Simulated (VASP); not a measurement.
OSZICAR of a VASP run on Au:

### OSZICAR
```
       N       E                     dE             d eps       ncg     rms           ort
SDA:   1    -0.471526793549E+02   -0.47153E+02    0.00000E+00    10   0.130E+00   0.000E+00
CGA:   2    -0.471728480068E+02   -0.20169E-01   -0.20213E-01    10   0.816E-02   0.183E-03
CGA:   3    -0.471758618441E+02   -0.30138E-02   -0.30075E-02    10   0.816E-03   0.827E-04
CGA:   4    -0.471761964298E+02   -0.33459E-03   -0.32550E-03    10   0.169E-03   0.357E-04
CGA:   5    -0.471762817512E+02   -0.85321E-04   -0.85630E-04    10   0.458E-04  -0.207E-05
CGA:   6    -0.471762976849E+02   -0.15934E-04   -0.15769E-04    10   0.128E-04   0.491E-06
CGA:   7    -0.471763012310E+02   -0.35461E-05   -0.35375E-05    10   0.161E-05   0.297E-06
SDA:   8    -0.471763015423E+02   -0.31127E-06   -0.36887E-06    10   0.384E-06   0.698E-06
   1 F= -.47176302E+02 E0= -.47176302E+02  d E =-.202094E-12  mag=     1.0000
```

Question: Which electronic solver shows in the log?

Answer: It is steepest descent (the opening step of the all-band solvers) and then all-band conjugate gradients (ALGO = All or Conjugate). The INCAR had ALGO = All.

Question: How was spin treated?

Answer: Collinear spin (ISPIN = 2): the summary line carries one mag value, 1.00 μB in the cell.

Question: Can the final energy be trusted as converged?

Answer: Self-consistency was reached. It stopped with EDIFF = 1E-6, NELM = 200 (r2SCAN meta-GGA, plane waves, VASP's PBE PAW potentials (set 64)). The atom may not be in its lowest state.

The cell is a free atom in a box. The total moment is imposed (NUPDOWN), so this need not be the lowest spin state.
